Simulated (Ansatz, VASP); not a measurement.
# P: VASP beside Ansatz, part 2 of 2

Wanted: the spread between two codes on one cell, functional and k mesh. The cell is taken from a series of VASP runs on this material, whose earlier steps may have relaxed, scaled or displaced it; both programs get it as it stands.

VASP 6.6.1 and Ansatz 0.2.0.

So far: The structure; Ansatz: zone-centre phonons, LDA.

## 3. VASP: zone-centre phonons, LDA

Level of this step: LDA; plane waves and PAW (P) (VASP).

The same cell, functional (in two slightly different forms), mesh and smearing now go to VASP, with its own data sets and cutoff.

Lines of VASP's logs that name or quote its potential files are left out, and so is its time.

INCAR

```
SYSTEM = P
PREC = Accurate
ENCUT = 450
EDIFF = 1E-08
NELM = 100
ISMEAR = 0
SIGMA = 0.05
LREAL = .FALSE.
ALGO = Normal
GGA = CA
NBANDS = 16
LORBIT = 11
LWAVE = .FALSE.
LCHARG = .FALSE.
KPAR = 8
IBRION = 8
ISIF = 2
```

POSCAR

```
P
1.0
    1.6525692286     -5.0835773120      0.0000000000
    1.6525692286      5.0835773120      0.0000000000
    0.0000000000      0.0000000000      4.1301415726
P
4
Direct
    0.3937304081      0.6062695919      0.4284824036
    0.1062695919      0.8937304081      0.9284824036
    0.6062695919      0.3937304081      0.5715175964
    0.8937304081      0.1062695919      0.0715175964
```

KPOINTS

```
Automatic mesh
0
Gamma
10 10 8
0 0 0
```

PAW data sets: P (LDA family, release 64).

On the command line:

```bash
$ mpirun -np 8 vasp_std
```

Numbers of over 12 decimals in the logs are rounded to 6 here.

Log:

```text
[banner, memory and clock lines left out]
running    8 mpi-ranks, on    1 nodes
 distrk:  each k-point on    1 cores,    8 groups
 distr:  one band on    1 cores,    1 groups

 POSCAR found type information on POSCAR P
 POSCAR found :  1 types and       4 ions
|                                                                             |
|           W    W    AA    RRRRR   N    N  II  N    N   GGGG   !!!           |
|           W    W   A  A   R    R  NN   N  II  NN   N  G    G  !!!           |
|           W    W  A    A  R    R  N N  N  II  N N  N  G       !!!           |
|           W WW W  AAAAAA  RRRRR   N  N N  II  N  N N  G  GGG   !            |
|           WW  WW  A    A  R   R   N   NN  II  N   NN  G    G                |
|           W    W  A    A  R    R  N    N  II  N    N   GGGG   !!!           |
|                                                                             |
|     For optimal performance we recommend to set                             |
|       NCORE = 2 up to number-of-cores-per-socket                            |
|     NCORE specifies how many cores store one orbital (NPAR=cpu/NCORE).      |
|     This setting can greatly improve the performance of VASP for DFT.       |
|     The default, NCORE=1 might be grossly inefficient on modern             |
|     multi-core architectures or massively parallel machines. Do your        |
|     Unfortunately you need to use the default for GW and RPA                |
|     calculations (for HF NCORE is supported but not extensively tested      |
|     yet).                                                                   |
|                                                                             |

 LDA part: xc-table for (Slater(with rela. corr.)+CA(PZ))
 , standard interpolation
 POSCAR, INCAR and KPOINTS ok, starting setup
 FFT: planning ... GRIDC
 FFT: planning ... GRID_SOFT
 FFT: planning ... GRID
 WAVECAR not read
 entering main loop
       N       E                     dE             d eps       ncg     rms          rms(c)
DAV:   1     0.496448429928E+02    0.49645E+02   -0.78536E+03  4960   0.955E+02
DAV:   2    -0.214373352980E+02   -0.71082E+02   -0.68936E+02  6816   0.154E+02
DAV:   3    -0.243228168191E+02   -0.28855E+01   -0.28727E+01  6872   0.334E+01
DAV:   4    -0.243496987588E+02   -0.26882E-01   -0.26875E-01  6152   0.390E+00
DAV:   5    -0.243501740978E+02   -0.47534E-03   -0.47519E-03  6960   0.471E-01    0.108E+01
DAV:   6    -0.241856843925E+02    0.16449E+00   -0.89489E-02  5872   0.167E+00    0.629E+00
DAV:   7    -0.241164009311E+02    0.69283E-01   -0.13950E-01  6384   0.208E+00    0.345E-01
DAV:   8    -0.241153761979E+02    0.10247E-02   -0.13653E-02  5816   0.748E-01    0.179E-01
DAV:   9    -0.241153792745E+02   -0.30766E-05   -0.63952E-04  6624   0.160E-01    0.844E-02
DAV:  10    -0.241153637400E+02    0.15535E-04   -0.10266E-04  6248   0.552E-02    0.367E-02
DAV:  11    -0.241153632417E+02    0.49822E-06   -0.98661E-06  6136   0.215E-02    0.101E-02
DAV:  12    -0.241153632542E+02   -0.12491E-07   -0.55392E-07  6440   0.464E-03    0.331E-03
DAV:  13    -0.241153632446E+02    0.96068E-08   -0.77794E-08  6120   0.174E-03
   1 F= -.24115363E+02 E0= -.24115204E+02  d E =-.318123E-03
 Linear response reoptimize wavefunctions to high precision
DAV:   1    -0.241153632448E+02   -0.14597E-09   -0.15185E-08  6552   0.698E-04
DAV:   2    -0.241153632449E+02   -0.97316E-10   -0.94446E-10  3424   0.199E-04
 Linear response DOF=           3
 Linear response progress:
  Degree of freedom:   1/  3
       N       E                     dE             d eps       ncg     rms          rms(c)
RMM:   1    -0.476238115713E-01   -0.47624E-01    0.86412E-03 32370   0.142E+00
RMM:   2    -0.436357255893E-01    0.39881E-02   -0.28192E-03 20657   0.321E-01    0.142E-01
RMM:   3    -0.437347928476E-01   -0.99067E-04   -0.22811E-04 21583   0.653E-02    0.776E-02
RMM:   4    -0.439321021622E-01   -0.19731E-03   -0.12666E-04 21018   0.457E-02    0.129E-02
RMM:   5    -0.438923868718E-01    0.39715E-04   -0.66334E-06 22073   0.123E-02    0.346E-03
RMM:   6    -0.438943706618E-01   -0.19838E-05   -0.65862E-07 22424   0.182E-03    0.239E-03
RMM:   7    -0.438994763385E-01   -0.51057E-05   -0.43341E-07 22163   0.103E-03    0.215E-04
RMM:   8    -0.438980309073E-01    0.14454E-05   -0.21147E-08 22986   0.279E-04    0.136E-04
RMM:   9    -0.438978542864E-01    0.17662E-06   -0.94560E-08 23452   0.843E-05    0.153E-05
RMM:  10    -0.438978509513E-01    0.33351E-08   -0.76459E-08 23349   0.242E-05    0.112E-05
 first order change of Fermi-energy   0.12013E-07
 force on displaced ion       1 direction 1 : -10.885   0.002  -0.001
 Linear response progress:
  Degree of freedom:   2/  3
       N       E                     dE             d eps       ncg     rms          rms(c)
RMM:   1    -0.607129991766E-01   -0.60713E-01    0.30929E-03 17938   0.147E+00
RMM:   2    -0.553477769334E-01    0.53652E-02   -0.30692E-03 11680   0.346E-01    0.153E-01
RMM:   3    -0.553325468403E-01    0.15230E-04   -0.30110E-04 12212   0.790E-02    0.861E-02
RMM:   4    -0.553962840723E-01   -0.63737E-04   -0.83581E-05 12291   0.356E-02    0.282E-02
RMM:   5    -0.554211742868E-01   -0.24890E-04   -0.12736E-05 12210   0.117E-02    0.459E-03
RMM:   6    -0.554218132824E-01   -0.63900E-06    0.16951E-07 12517   0.261E-03    0.183E-03
RMM:   7    -0.554223315597E-01   -0.51828E-06    0.71365E-07 12675   0.946E-04    0.343E-04
RMM:   8    -0.554229765078E-01   -0.64495E-06   -0.81372E-08 12909   0.250E-04    0.117E-04
RMM:   9    -0.554230274411E-01   -0.50933E-07   -0.12701E-07 13258   0.713E-05    0.275E-05
RMM:  10    -0.554229450338E-01    0.82407E-07    0.31434E-08 13033   0.238E-05    0.740E-06
RMM:  11    -0.554229747080E-01   -0.29674E-07   -0.31260E-08 13431   0.105E-05    0.165E-06
RMM:  12    -0.554229675948E-01    0.71132E-08   -0.19251E-08 12152   0.648E-06    0.494E-07
 first order change of Fermi-energy  -0.22628E+00
 force on displaced ion       1 direction 2 :   0.000  -8.624   0.466
 Linear response progress:
  Degree of freedom:   3/  3
       N       E                     dE             d eps       ncg     rms          rms(c)
RMM:   1    -0.571749856708E-01   -0.57175E-01   -0.25589E-04 18894   0.150E+00
RMM:   2    -0.501070943856E-01    0.70679E-02   -0.35741E-03 11573   0.377E-01    0.160E-01
RMM:   3    -0.500529137602E-01    0.54181E-04   -0.93275E-05 12186   0.721E-02    0.885E-02
RMM:   4    -0.500843948239E-01   -0.31481E-04    0.36924E-05 12138   0.351E-02    0.224E-02
RMM:   5    -0.501044336737E-01   -0.20039E-04    0.19832E-05 12428   0.920E-03    0.383E-03
RMM:   6    -0.501049662283E-01   -0.53255E-06   -0.31080E-06 12458   0.248E-03    0.148E-03
RMM:   7    -0.501062009008E-01   -0.12347E-05   -0.19378E-06 12939   0.848E-04    0.394E-04
RMM:   8    -0.501065459383E-01   -0.34504E-06    0.46770E-07 12698   0.285E-04    0.927E-05
RMM:   9    -0.501063994625E-01    0.14648E-06   -0.83991E-08 13024   0.772E-05    0.366E-05
RMM:  10    -0.501064015256E-01   -0.20631E-08   -0.59362E-08 13044   0.254E-05    0.594E-06
 first order change of Fermi-energy  -0.10728E+01
 force on displaced ion       1 direction 3 :   0.000   0.479 -12.684
 Linear response finished
```

OUTCAR, selected parts (step 3):

```text
ion  position               nearest neighbor table
   1  0.394  0.606  0.428-   4 2.21   4 2.21   3 2.24
   2  0.106  0.894  0.928-   3 2.21   3 2.21   4 2.24
   3  0.606  0.394  0.572-   2 2.21   2 2.21   1 2.24
   4  0.894  0.106  0.072-   1 2.21   1 2.21   2 2.24

  LATTYP: Found a base centered orthorhombic cell.
 ALAT       =     3.3051384572
 B/A-ratio  =     3.0761660232
 C/A-ratio  =     1.2496122707

 Subroutine GETGRP returns: Found  8 space group operations
 (whereof  4 operations were pure point group operations)

The static configuration has the point symmetry C_2h.
 The point group associated with its full space group is D_2h.

 Found    155 irreducible k-points:

   k-points           NKPTS =    155   k-points in BZ     NKDIM =    155   number of bands    NBANDS=     16

   dimension x,y,z NGX =    40 NGY =   40 NGZ =   30
   dimension x,y,z NGXF=    80 NGYF=   80 NGZF=   60

   ENCUT  =  450.0 eV  33.07 Ry    5.75 a.u.   9.25  9.25  7.14*2*pi/ulx,y,z

   NELECT =      20.0000    total number of electrons

 k-points in reciprocal lattice and weights: Automatic mesh
   0.00000000  0.00000000  0.00000000       0.001
   0.10000000  0.00000000  0.00000000       0.005
   0.20000000  0.00000000  0.00000000       0.005
   0.30000000  0.00000000  0.00000000       0.005
   0.40000000 -0.00000000  0.00000000       0.005
   0.50000000  0.00000000  0.00000000       0.003
   0.10000000  0.10000000  0.00000000       0.003
   0.20000000  0.10000000  0.00000000       0.005
   0.30000000  0.10000000  0.00000000       0.005
[...]
-0.40000000  0.40000000  0.50000000       0.003
   0.50000000  0.50000000  0.50000000       0.001

 average (electrostatic) potential at core
       1 -82.9980       2 -82.9980       3 -82.9980       4 -82.9980

  Total        0.0054029     -0.0001907     -0.0029428      0.0000000      0.0000000      0.0000000
  in kB        0.1247422     -0.0044032     -0.0679423      0.0000000      0.0000000      0.0000000
  external PRESSURE =       0.0174656 kB  Pullay stress =       0.0000000 kB

  energy-cutoff  :      450.00
  volume of cell :       69.39
      direct lattice vectors                 reciprocal lattice vectors
     1.652569229 -5.083577312  0.000000000     0.302559186 -0.098355935  0.000000000
     1.652569229  5.083577312  0.000000000     0.302559186  0.098355935  0.000000000
     0.000000000  0.000000000  4.130141573     0.000000000  0.000000000  0.242122451

 POSITION                                       TOTAL-FORCE (eV/Angst)
 -----------------------------------------------------------------------------------
      1.65257      1.08046      1.76969         0.000000      0.001165      0.000181
      1.65257      4.00312      3.83476         0.000000     -0.001165      0.000181
      1.65257     -1.08046      2.36045         0.000000     -0.001165     -0.000181
      1.65257     -4.00312      0.29538         0.000000      0.001165     -0.000181
 -----------------------------------------------------------------------------------
    total drift:                                0.000000      0.000000     -0.000000

 Eigenvectors and eigenvalues of the dynamical matrix
 ----------------------------------------------------

   1 f  =   13.778074 THz    86.570190 2PiTHz  459.587066 cm-1    56.981508 meV
             X         Y         Z           dx          dy          dz
      1.652569  1.080459  1.769693    -0.000000   -0.000605   -0.500000
      1.652569  4.003118  3.834764    -0.000000   -0.000605    0.500000
      1.652569 -1.080459  2.360449     0.000000   -0.000605   -0.500000
      1.652569 -4.003118  0.295378     0.000000   -0.000605    0.500000

   2 f  =   13.292090 THz    83.516662 2PiTHz  443.376385 cm-1    54.971641 meV
             X         Y         Z           dx          dy          dz
      1.652569  1.080459  1.769693    -0.000000   -0.181468    0.465907
      1.652569  4.003118  3.834764    -0.000000    0.181468    0.465907
      1.652569 -1.080459  2.360449     0.000000    0.181468   -0.465907
      1.652569 -4.003118  0.295378     0.000000   -0.181468   -0.465907

   3 f  =   12.648377 THz    79.472096 2PiTHz  421.904438 cm-1    52.309460 meV
             X         Y         Z           dx          dy          dz
      1.652569  1.080459  1.769693    -0.500000    0.000000    0.000000
      1.652569  4.003118  3.834764    -0.500000    0.000000   -0.000000
      1.652569 -1.080459  2.360449     0.500000   -0.000000    0.000000
      1.652569 -4.003118  0.295378     0.500000   -0.000000   -0.000000

   4 f  =   12.443128 THz    78.182481 2PiTHz  415.058084 cm-1    51.460621 meV
             X         Y         Z           dx          dy          dz
      1.652569  1.080459  1.769693     0.500000    0.000000    0.000000
      1.652569  4.003118  3.834764    -0.500000    0.000000   -0.000000
      1.652569 -1.080459  2.360449     0.500000   -0.000000   -0.000000
      1.652569 -4.003118  0.295378    -0.500000   -0.000000    0.000000

   5 f  =   11.876126 THz    74.619902 2PiTHz  396.144932 cm-1    49.115690 meV
             X         Y         Z           dx          dy          dz
      1.652569  1.080459  1.769693     0.000000   -0.499052   -0.030773
      1.652569  4.003118  3.834764    -0.000000   -0.499052    0.030773
      1.652569 -1.080459  2.360449     0.000000    0.499052    0.030773
      1.652569 -4.003118  0.295378    -0.000000    0.499052   -0.030773

   6 f  =   10.678533 THz    67.095199 2PiTHz  356.197503 cm-1    44.162842 meV
             X         Y         Z           dx          dy          dz
      1.652569  1.080459  1.769693    -0.000000   -0.465907   -0.181468
      1.652569  4.003118  3.834764    -0.000000    0.465907   -0.181468
      1.652569 -1.080459  2.360449     0.000000    0.465907    0.181468
      1.652569 -4.003118  0.295378     0.000000   -0.465907    0.181468

   7 f  =    6.458181 THz    40.577946 2PiTHz  215.421721 cm-1    26.708877 meV
             X         Y         Z           dx          dy          dz
      1.652569  1.080459  1.769693    -0.000000   -0.030773    0.499052
      1.652569  4.003118  3.834764     0.000000   -0.030773   -0.499052
      1.652569 -1.080459  2.360449     0.000000    0.030773   -0.499052
      1.652569 -4.003118  0.295378    -0.000000    0.030773    0.499052

   8 f  =    5.359718 THz    33.676104 2PiTHz  178.780962 cm-1    22.166004 meV
             X         Y         Z           dx          dy          dz
      1.652569  1.080459  1.769693    -0.500000    0.000000   -0.000000
      1.652569  4.003118  3.834764     0.500000    0.000000    0.000000
      1.652569 -1.080459  2.360449     0.500000   -0.000000   -0.000000
      1.652569 -4.003118  0.295378    -0.500000    0.000000   -0.000000

   9 f  =    3.039484 THz    19.097642 2PiTHz  101.386280 cm-1    12.570291 meV
             X         Y         Z           dx          dy          dz
      1.652569  1.080459  1.769693     0.000000   -0.499988    0.003509
      1.652569  4.003118  3.834764    -0.000000    0.499988    0.003509
      1.652569 -1.080459  2.360449    -0.000000   -0.499988    0.003509
      1.652569 -4.003118  0.295378     0.000000    0.499988    0.003509

  10 f  =    0.000000 THz     0.000002 2PiTHz    0.000009 cm-1     0.000001 meV
             X         Y         Z           dx          dy          dz
      1.652569  1.080459  1.769693     0.500000    0.000000    0.000000
      1.652569  4.003118  3.834764     0.500000    0.000000    0.000000
      1.652569 -1.080459  2.360449     0.500000    0.000000    0.000000
      1.652569 -4.003118  0.295378     0.500000    0.000000    0.000000

  11 f/i=    0.016678 THz     0.104788 2PiTHz    0.556303 cm-1     0.068973 meV
             X         Y         Z           dx          dy          dz
      1.652569  1.080459  1.769693    -0.000000    0.500000   -0.000605
      1.652569  4.003118  3.834764    -0.000000    0.500000    0.000605
      1.652569 -1.080459  2.360449    -0.000000    0.500000   -0.000605
      1.652569 -4.003118  0.295378    -0.000000    0.500000    0.000605

  12 f/i=    0.021334 THz     0.134044 2PiTHz    0.711616 cm-1     0.088229 meV
             X         Y         Z           dx          dy          dz
      1.652569  1.080459  1.769693    -0.000000    0.003509    0.499988
      1.652569  4.003118  3.834764    -0.000000   -0.003509    0.499988
      1.652569 -1.080459  2.360449    -0.000000    0.003509    0.499988
      1.652569 -4.003118  0.295378    -0.000000   -0.003509    0.499988

 ELASTIC MODULI CONTR FROM IONIC RELAXATION (kBar)
 Direction    XX          YY          ZZ          XY          YZ          ZX
 --------------------------------------------------------------------------------
 XX        -139.6261   -215.1229   -347.6785      0.0000     -0.0000     -0.0000
 YY        -215.1229  -1272.3446   -270.6779      0.0000      0.0000     -0.0000
 ZZ        -347.6785   -270.6779   -940.3744      0.0000     -0.0000     -0.0000
 XY           0.0000      0.0000      0.0000   -399.6917     -0.0000      0.0000
 YZ          -0.0000      0.0000     -0.0000     -0.0000   -472.1093      0.0000
 ZX          -0.0000     -0.0000     -0.0000      0.0000      0.0000   -559.0003
 --------------------------------------------------------------------------------
```

## 4. Side by side

Known differences besides the potentials themselves: the two LDA forms differ slightly; the cutoff is 420 eV in Ansatz and 450 eV in VASP; VASP's log shows a relativistic correction to its local exchange, Ansatz's none. Total energies have different zeros and are not compared.

Compared:

```tsv
quantity	Ansatz	VASP	difference
optical mode 1 (cm⁻¹)	99.5	101.4	-1.86 %
optical mode 2 (cm⁻¹)	177.6	178.8	-0.67 %
optical mode 3 (cm⁻¹)	214.8	215.4	-0.27 %
optical mode 4 (cm⁻¹)	357.8	356.2	+0.46 %
optical mode 5 (cm⁻¹)	395.4	396.1	-0.20 %
optical mode 6 (cm⁻¹)	416.4	415.1	+0.34 %
optical mode 7 (cm⁻¹)	421.8	421.9	-0.02 %
optical mode 8 (cm⁻¹)	445.9	443.4	+0.57 %
optical mode 9 (cm⁻¹)	459.2	459.6	-0.08 %
```

Modes are paired by rising frequency and degeneracy, not by their patterns, so a pair may still set unlike modes beside each other.

## 5. Outcome

```json
{
  "r.m.s. difference of the optical zone-centre modes, each program's sorted by frequency (zone-centre phonons, LDA)": "1.4 cm⁻¹",
  "difference in optical mode 1 (zone-centre phonons, LDA)": "-1.9 %"
}
```

In words: The r.m.s. difference of the optical zone-centre modes, each program's sorted by frequency is 1.4 cm⁻¹ (zone-centre phonons, LDA). Among the rows given in per cent, the largest difference of the zone-centre phonons, LDA pair is in optical mode 1, -1.9 %. 1 further run of this series is not shown here. How closely two codes agree says nothing of how well the functional describes the real material.

[Lines on the potential files, build, host, timing and source positions are cut from VASP's logs without a mark.]

[Logs are printed without paths, hosts, clocks, repeated set-up lines and the standing remarks that a program may print on its own settings, such as how far it seeks lower states.]

[Hosts, paths, dates, database ids (printed as entryN), source tags and the programs' standing remarks are cut or masked in the printed files.]
